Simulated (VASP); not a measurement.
A convergence study with VASP on Cu (fcc): one setting is varied, all else stays as given below, so the limit is that of these other settings.

```
CELL_PARAMETERS angstrom
      0.00000     1.80500     1.80500
      1.80500     0.00000     1.80500
      1.80500     1.80500     0.00000
ATOMIC_POSITIONS crystal
  Cu 0.00000 0.00000 0.00000
```

Computed with PBE GGA, VASP's PBE PAW potentials (set 64) (plane waves; VASP 6.6.1). The tightest run used: 550 eV cut-off, 23×23×23 Monkhorst-Pack mesh, first-order Methfessel-Paxton smearing of 0.10 eV, potentials Cu.

The settings run are 1×1×1 mesh; 2×2×2 mesh; 3×3×3 mesh; 4×4×4 mesh; 5×5×5 mesh; 6×6×6 mesh; 7×7×7 mesh; 8×8×8 mesh; 9×9×9 mesh; 10×10×10 mesh; 11×11×11 mesh; 12×12×12 mesh; 13×13×13 mesh; 14×14×14 mesh; 15×15×15 mesh; 16×16×16 mesh; 17×17×17 mesh; 18×18×18 mesh; 19×19×19 mesh; 20×20×20 mesh; 21×21×21 mesh; 22×22×22 mesh; 23×23×23 mesh. From which on does the energy per atom stay within 0.005 eV/atom of the tightest run?

From 12×12×12 mesh on: it is off by 0.0025 there and by no more than 0.005 in any finer run, while 11×11×11 mesh is off by 0.0074.
```
setting        E (eV/atom)  pressure (GPa)  irreducible k-points  difference judged (eV/atom)
-------------  -----------  --------------  --------------------  ---------------------------
1×1×1 mesh        -13.5896          -88.59                     1                       9.8656
2×2×2 mesh         -3.0446            8.94                     2                       0.6794
3×3×3 mesh         -4.0590           -1.04                     4                       0.3350
4×4×4 mesh         -3.6624            5.04                    10                       0.0616
5×5×5 mesh         -3.8252            2.29                    10                       0.1011
6×6×6 mesh         -3.7136            2.80                    28                       0.0104
7×7×7 mesh         -3.7660            2.83                    20                       0.0420
8×8×8 mesh         -3.7273            2.83                    60                       0.0033
9×9×9 mesh         -3.7390            3.06                    35                       0.0150
10×10×10 mesh      -3.7275            3.19                   110                       0.0035
11×11×11 mesh      -3.7314            2.73                    56                       0.0074
12×12×12 mesh      -3.7265            3.06                   182                       0.0025
13×13×13 mesh      -3.7263            2.91                    84                       0.0023
14×14×14 mesh      -3.7260            2.97                   280                       0.0020
15×15×15 mesh      -3.7242            2.75                   120                       0.0002
16×16×16 mesh      -3.7263            2.96                   408                       0.0023
17×17×17 mesh      -3.7244            2.77                   165                       0.0004
18×18×18 mesh      -3.7259            2.97                   570                       0.0019
19×19×19 mesh      -3.7236            2.90                   220                       0.0005
20×20×20 mesh      -3.7255            2.96                   770                       0.0015
21×21×21 mesh      -3.7238            2.92                   286                       0.0002
22×22×22 mesh      -3.7254            2.99                  1012                       0.0014
23×23×23 mesh      -3.7240            2.94                   364                       0.0000
```

Left out are rungs that failed or repeat a setting and relaxations that didn't move; long series are thinned to 24 rows.

The compound is Cu in the fcc structure. The cell was not relaxed at this level.
